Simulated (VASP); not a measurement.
Level of theory: LDA (Ceperley-Alder, Perdew-Zunger), VASP's LDA PAW potentials (set 64) (plane waves; VASP 6.6.1).

Input for VASP

### KPOINTS
```
k-points along high-symmetry lines
15
Line-mode
Reciprocal
  0.000000   0.000000   0.000000 ! GAMMA
  0.000000   0.500000   0.000000 ! X

  0.000000   0.500000   0.000000 ! X
  0.500000   0.500000   0.000000 ! M

  0.500000   0.500000   0.000000 ! M
  0.000000   0.000000   0.000000 ! GAMMA

  0.000000   0.000000   0.000000 ! GAMMA
  0.500000   0.500000   0.500000 ! R

  0.500000   0.500000   0.500000 ! R
  0.000000   0.500000   0.000000 ! X

  0.500000   0.500000   0.500000 ! R
  0.500000   0.500000   0.000000 ! M
```

POSCAR:
```
CsCl
1
    3.9763050118     0.0000000000     0.0000000000
    0.0000000000     3.9763050118     0.0000000000
    0.0000000000     0.0000000000     3.9763050118
Cs Cl
1 1
Direct
  0.0000000000   0.0000000000   0.0000000000
  0.5000000000   0.5000000000   0.5000000000
```

### INCAR
```
ALGO=Normal
EDIFF=1E-7
ENCUT=520
ICHARG=11
ISMEAR=0
LASPH=.True.
LCHARG=.False.
LMAXMIX=4
LORBIT=11
LREAL=.False.
LWAVE=.False.
NELM=100
PREC=Accurate
SIGMA=0.05
SYSTEM=CsCl
```

POTCAR, in this order: Cs_sv Cl (LDA.64 set). Program: vasp_std. Read from the step before: CHGCAR.

Q: What will the output report for the number of irreducible k-points (NKPTS), largest plane-wave count, number of space-group operations, FFT grid (NGX, NGY, NGZ)?

A: 
```yaml
number of irreducible k-points (NKPTS): 90
largest_plane_wave_count: 1743
number_of_space_group_operations: 48
FFT grid (NGX, NGY, NGZ): 30 × 30 × 30
```

The compound is CsCl in the CsCl type structure. It was relaxed first, which changed the volume by -10 %.
